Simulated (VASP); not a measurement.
OSZICAR of a VASP run on TiO2 (rutile):

File OSZICAR:
```
       N       E                     dE             d eps       ncg     rms          rms(c)
DAV:   1     0.732291168926E+03    0.73229E+03   -0.27748E+04  1680   0.229E+03
DAV:   2     0.715325058221E+02   -0.66076E+03   -0.64011E+03  1740   0.626E+02
DAV:   3    -0.645204180897E+02   -0.13605E+03   -0.13207E+03  2720   0.230E+02
DAV:   4    -0.706536389529E+02   -0.61332E+01   -0.61240E+01  2216   0.544E+01
DAV:   5    -0.709145439693E+02   -0.26091E+00   -0.26083E+00  2460   0.953E+00    0.331E+01
DAV:   6    -0.539830314334E+02    0.16932E+02   -0.11641E+02  2020   0.105E+02    0.119E+01
DAV:   7    -0.536951286147E+02    0.28790E+00   -0.15993E+01  2104   0.322E+01    0.811E+00
DAV:   8    -0.538187049904E+02   -0.12358E+00   -0.45936E+00  2092   0.199E+01    0.455E+00
DAV:   9    -0.535899086570E+02    0.22880E+00   -0.21008E+00  2112   0.129E+01    0.117E+00
DAV:  10    -0.535977149298E+02   -0.78063E-02   -0.12187E-01  2084   0.276E+00    0.244E-01
DAV:  11    -0.535974259607E+02    0.28897E-03   -0.77158E-03  2136   0.649E-01    0.857E-02
DAV:  12    -0.535974503175E+02   -0.24357E-04   -0.57355E-04  2204   0.191E-01    0.710E-02
DAV:  13    -0.535974019408E+02    0.48377E-04   -0.24566E-04  2184   0.119E-01    0.846E-03
DAV:  14    -0.535974032623E+02   -0.13214E-05   -0.94856E-06  1952   0.245E-02    0.396E-03
DAV:  15    -0.535974038006E+02   -0.53830E-06   -0.14797E-06  1272   0.916E-03
   1 F= -.49774774E+02 E0= -.49774774E+02  d E =-.497748E+02
```

Problem. Which electronic solver shows in the log?

Solution. It is blocked Davidson (ALGO = Normal, or the opening steps of other solvers). The INCAR had ALGO = Normal.

Problem. Can the final energy be trusted as converged?

Solution. The run converged. It stopped with EDIFF = 1E-6, NELM = 100, NSW = 40 and EDIFFG = -0.02 after 1 ionic step (PBE GGA, plane waves, VASP's PBE PAW potentials (set 64)).

The compound is TiO2 in the rutile structure. It was relaxed first under an external pressure of 10 GPa.
